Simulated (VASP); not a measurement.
Method: PBE GGA with spin-orbit coupling, VASP's PBE PAW potentials (set 64) (plane waves; VASP).

A VASP calculation is set up with these files.

### KPOINTS_OPT
```
k-points along high-symmetry lines
8
Line-mode
Reciprocal
  0.000000   0.000000   0.000000 ! GAMMA
 -0.500000  -0.500000   0.000000 ! X

 -0.500000  -0.500000   0.000000 ! X
 -0.375000  -0.375000   0.250000 ! U

 -0.375000  -0.000000   0.375000 ! K
  0.000000   0.000000   0.000000 ! GAMMA

  0.000000   0.000000   0.000000 ! GAMMA
  0.000000   0.000000   0.500000 ! L

  0.000000   0.000000   0.500000 ! L
 -0.500000  -0.250000   0.250000 ! W

 -0.500000  -0.250000   0.250000 ! W
 -0.500000  -0.500000   0.000000 ! X
```

INCAR:
```
SYSTEM=CdS
PREC=Accurate; ENCUT=400; LREAL=.FALSE.
LASPH=.TRUE.
EDIFF=1E-6; NELM=100; ALGO=Normal
LMAXMIX=4
ISMEAR=0; SIGMA=0.05
GGA=PE; GGA_COMPAT=.FALSE.
MAGMOM=0 0 0 0 0 0
LSORBIT=.TRUE.
LWAVE=.FALSE.; LCHARG=.FALSE.
```

File KPOINTS:
```
Regular mesh
0
G
 7 7 7
0 0 0
```

**POSCAR**
```
CdS
4.1868040
  0.0000000000   0.7071067828   0.7071067828
  0.7071067828   0.0000000000   0.7071067828
  0.7071067828   0.7071067828   0.0000000000
Cd S
1 1
direct
  0.0000000000   0.0000000000   0.0000000000
  0.2500000000   0.2500000000   0.2500000000
```

POTCAR, in this order: Cd S (PBE.64 set). Program: vasp_ncl.

Question: Predict the energy per atom (σ→0), band gap (over mesh and band path).

Answer: 
```
Property                                    Result
----------------------------------  --------------
energy per atom (σ→0)               -3.086 eV/atom
band gap (over mesh and band path)         1.03 eV
```

**OSZICAR**
```
...
DAV:  10    -0.617241312910E+01   -0.60086E-04   -0.13279E-03  1656   0.432E-01    0.614E-02
DAV:  11    -0.617255597172E+01   -0.14284E-03   -0.34126E-04  1636   0.254E-01    0.738E-02
DAV:  12    -0.617257079639E+01   -0.14825E-04   -0.64341E-05  1610   0.817E-02    0.127E-02
DAV:  13    -0.617256972448E+01    0.10719E-05   -0.98355E-06  1740   0.223E-02    0.671E-03
DAV:  14    -0.617257001565E+01   -0.29117E-06   -0.70359E-07  1308   0.746E-03
   1 F= -.61725700E+01 E0= -.61725700E+01  d E =-.308525E-12  mag=    -0.0000     0.0000     0.0000
       N       E                     dE             ncg
       N       E                     dE             ncg
```

The compound is CdS in the zinc blende structure, a metastable form; wurtzite is the usual one. It was relaxed first, which changed the volume by +5 %.
